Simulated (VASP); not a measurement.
OSZICAR of a VASP run on ZrGe (space group Pnma):

OSZICAR:
```
       N       E                     dE             d eps       ncg     rms          rms(c)
DAV:   1     0.122784566066E+04    0.12278E+04   -0.35092E+04  1948   0.286E+03
DAV:   2     0.175018605195E+03   -0.10528E+04   -0.10181E+04  1488   0.837E+02
DAV:   3    -0.406761204909E+02   -0.21569E+03   -0.21043E+03  1712   0.229E+02
DAV:   4    -0.650998498199E+02   -0.24424E+02   -0.24082E+02  2208   0.749E+01
DAV:   5    -0.665976654973E+02   -0.14978E+01   -0.14951E+01  2464   0.153E+01    0.312E+01
DAV:   6    -0.634571477207E+02    0.31405E+01   -0.90252E+00  2514   0.352E+01    0.120E+01
DAV:   7    -0.632336693736E+02    0.22348E+00   -0.31652E+00  1984   0.804E+00    0.249E+00
DAV:   8    -0.632109457800E+02    0.22724E-01   -0.32640E-01  2130   0.381E+00    0.115E+00
DAV:   9    -0.632080868373E+02    0.28589E-02   -0.42207E-02  2184   0.161E+00    0.292E-01
DAV:  10    -0.632076282894E+02    0.45855E-03   -0.51036E-03  2376   0.431E-01    0.482E-02
DAV:  11    -0.632076275849E+02    0.70448E-06   -0.36550E-04  2040   0.115E-01    0.263E-02
DAV:  12    -0.632076152441E+02    0.12341E-04   -0.83452E-05  2240   0.597E-02    0.584E-03
DAV:  13    -0.632076161389E+02   -0.89476E-06   -0.45052E-06  1488   0.144E-02
   1 F= -.63207616E+02 E0= -.63171281E+02  d E =-.726694E-01
```

### Question
Which electronic solver shows in the log?

### Answer
It is blocked Davidson (ALGO = Normal, or the opening steps of other solvers). The INCAR had ALGO = Normal.

### Question
Can the final energy be trusted as converged?

### Answer
The calculation finished and met its thresholds. It stopped with EDIFF = 1E-6, NELM = 100 (PBEsol GGA, plane waves, VASP's PBE PAW potentials (set 64)).

The structure comes from a computed database's ZrGe entry (Pnma); how it stands against other phases isn't given here. The cell was not relaxed at this level, and its volume differs by -5.9 % from the start's.
